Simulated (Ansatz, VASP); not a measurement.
Two plane-wave programs on PIr

The input INCAR:

```
PREC     = Accurate       # precision mode
ENCUT    = 520            # plane-wave cutoff, eV
EDIFF    = 1E-7           # SCF threshold, eV
ISMEAR   = -1             # smearing method
SIGMA    = 0.05           # smearing width, eV
LREAL    = F              # projectors in reciprocal space
LASPH    = T              # aspherical terms in the spheres
NELM     = 100            # most SCF steps
ALGO     = Normal         # electronic algorithm
ISIF     = 2              # what is computed and relaxed
LWAVE    = F              # write WAVECAR
LCHARG   = F              # write CHGCAR
NBANDS   = 14             # bands
```

Contents of KPOINTS:

```
Automatic mesh
0
Gamma
  12 12 12
```

The input POSCAR:

```
PIr
1.0
    0.0000000000      2.5418188147      2.5418188147
    2.5418188147      0.0000000000      2.5418188147
    2.5418188147      2.5418188147      0.0000000000
Ir P
1 1
Direct
    0.0000000000      0.0000000000      0.0000000000
    0.2500000000      0.2500000000      0.2500000000
```

Input for Ansatz:

```yaml
crystal:
  lattice:
    - [0.0, 2.5418188147, 2.5418188147]
    - [2.5418188147, 0.0, 2.5418188147]
    - [2.5418188147, 2.5418188147, 0.0]
  atoms:
    - { symbol: Ir, position: [0.0, 0.0, 0.0] }
    - { symbol: P, position: [0.25, 0.25, 0.25] }
kpoints:
  mp_grid: { grid: [12, 12, 12] }
scf:
  occupations: { method: fermi_dirac, width: 0.05 }
  mixing: { preconditioner: none }
  n_extra_bands: 16
hamiltonian:
  xc: lda
  pseudopotentials: { kind: paw }
output:
  forces: true
  stress: true
  eigenvalues: true
  populations: true
```

The cell comes from a database or a generator and needn't be the stable form of this composition.

Alike in both runs: task single point; functional LDA; k mesh 12 × 12 × 12; occupations fermi-dirac, width 0.05 eV; no spin polarisation.

|  | VASP | Ansatz |
| --- | --- | --- |
| version | VASP 6.6.1 | Ansatz 0.2.0 |
| potentials or method | VASP PAW LDA potentials, release 64 (Ir, P) | PAW with Ansatz's default frozen-core files, scalar-relativistic |
| plane-wave cutoff (eV) | 520 | 420 |
| valence electrons in the cell | 14 | 22 |

```csv
,VASP,Ansatz,Ansatz less VASP
gap on the k mesh at the Fermi level (eV),none,none,-
pressure (GPa),12.7,11.3,-1.43
```

A gap of «none» marks a metal or a gap that the smearing closes. The two sets of potentials don't hold the same shells in valence.

The runs have no spin-orbit coupling, so splittings on Ir are missing.
